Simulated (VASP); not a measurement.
MoBr6, 7 atoms in the cell. It takes space group I4/mmm (No. 139, tetragonal). Conventional cell: a = 8.447 Å, b = 8.447 Å, c = 8.366 Å, α = 90.00°, β = 90.00°, γ = 90.00°. Mo (site symmetry 4/mmm) is surrounded by 6 Br at 2.41 to 2.46 Å. Around Br (site symmetry m2m) lie 1 Mo at 2.46 Å. Around Br (site symmetry 4mm) lie 1 Mo at 2.41 Å. The cell was built by a generator and needn't be a form met in nature.

```yaml
Program: VASP 6.6.1
Task: relaxation of cell and atoms
Functional: PBE
Potentials_or_basis: VASP PAW PBE potentials, release 64 (Mo_sv, Br)
Cutoff: 520 eV
k_mesh: 3 × 3 × 3
Occupations: gaussian, width 0.15 eV
Spin: no spin polarisation
Further_INCAR_settings: PREC = Normal; ALGO = Fast; EDIFF = 0.0001; IBRION = 2; EDIFFG = -0.08; NSW = 24; ISIF = 3
```

Potentials or basis: VASP PAW PBE potentials, release 64 (Mo_sv, Br).

The run is started by

```bash
$ cat potpaw_PBE.64/Mo_sv/POTCAR potpaw_PBE.64/Br/POTCAR > POTCAR
$ mpirun -np 1 vasp_std > vasp.out
```

Hardware: 1 thread of Intel(R) Xeon(R) 6975P-C (Granite Rapids) (shared host).

Question: Estimate the wall time of this run.

Answer: It took 67 s on 1 thread of Intel(R) Xeon(R) 6975P-C (Granite Rapids) (shared host), peak memory 0.29 GiB. Counts: scf iterations 37, k points 6, ion steps 5.
